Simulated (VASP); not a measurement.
SiB2:

```
Si B
1.0
     3.06267    0.00000    0.00000
     0.00000    3.06267    0.00000
     0.00000    0.00000    7.46312
Si B
2 4
Direct
  0.00000 0.50000 0.50000
  0.50000 0.00000 0.00000
  0.50000 0.50000 0.40498
  0.50000 0.50000 0.90498
  0.50000 0.50000 0.59502
  0.50000 0.50000 0.09502
```

The cell was built by a generator and needn't be a form met in nature.

| Item | Value |
| --- | --- |
| Program | VASP 6.6.1 |
| Task | relaxation of cell and atoms |
| Functional | PBE |
| Potentials or basis | VASP PAW PBE potentials, release 64 (Si, B) |
| Cutoff | 520 eV |
| k mesh | 6 × 6 × 3 |
| Occupations | gaussian, width 0.15 eV |
| Spin | no spin polarisation |

At the start: pressure 69.4 GPa; volume 11.67 Å³/atom.

Question: How do energy, volume and symmetry change on relaxing?

Answer: Over 22 steps the energy falls by 1544.2 meV/atom and the volume is 14.60 Å³/atom (+25.2 %); space group P4_2/mmc (No. 131, to 0.05 Å).

Step by step:
```
step  energy change (eV)  largest force (eV/Å)  pressure (GPa)  volume (Å³)
   1              0.0000               10.9720           69.42        70.00
   2             -2.7426                6.0814          -10.39       134.25
   3             -7.6091                0.8978          -10.98        96.53
   4             -7.6393                1.0189           -9.90        95.21
   5             -7.6530                1.2125           -7.95        93.19
   6             -8.4908                0.7209           -2.60        85.72
   7             -8.5128                1.1702           -1.69        85.01
   8             -8.8298                1.0326            1.71        81.68
   9             -7.2836                6.3179           31.40        71.41
  10             -8.8634                1.5242            3.84        80.38
  11             -8.8920                0.2766           12.68        75.94
  12             -8.9660                1.0251            7.11        78.32
  13             -9.0827                1.0872            5.46        80.09
  14             -9.0902                0.6566            5.52        79.76
  15             -9.1820                0.2380            2.18        82.75
  16             -9.2208                0.1878            0.38        85.34
  17             -9.2053                0.7679           -3.70        90.65
  18             -9.2327                0.4307           -0.73        87.03
  19             -9.2340                0.5346           -1.31        87.88
  20             -9.2435                0.2183           -2.23        89.94
  21             -9.2546                0.1050           -1.95        89.08
  22             -9.2655                0.0457           -0.23        87.63
```

Final structure:
```cif
data_structure
_symmetry_space_group_name_H-M 'P 1'
_symmetry_Int_Tables_number 1
_cell_length_a 3.6756
_cell_length_b 3.6756
_cell_length_c 6.4862
_cell_angle_alpha 90.000
_cell_angle_beta 90.000
_cell_angle_gamma 90.000
_cell_volume 87.63
loop_
_atom_site_label
_atom_site_type_symbol
_atom_site_fract_x
_atom_site_fract_y
_atom_site_fract_z
_atom_site_occupancy
Si1 Si 0.00000 0.50000 0.50000 1
Si2 Si 0.50000 0.00000 0.00000 1
B1 B 0.50000 0.50000 0.37385 1
B2 B 0.50000 0.50000 0.87385 1
B3 B 0.50000 0.50000 0.62615 1
B4 B 0.50000 0.50000 0.12615 1
```

Caveat: the volume moved by over 15 % at a fixed basis, so the end points are rough.
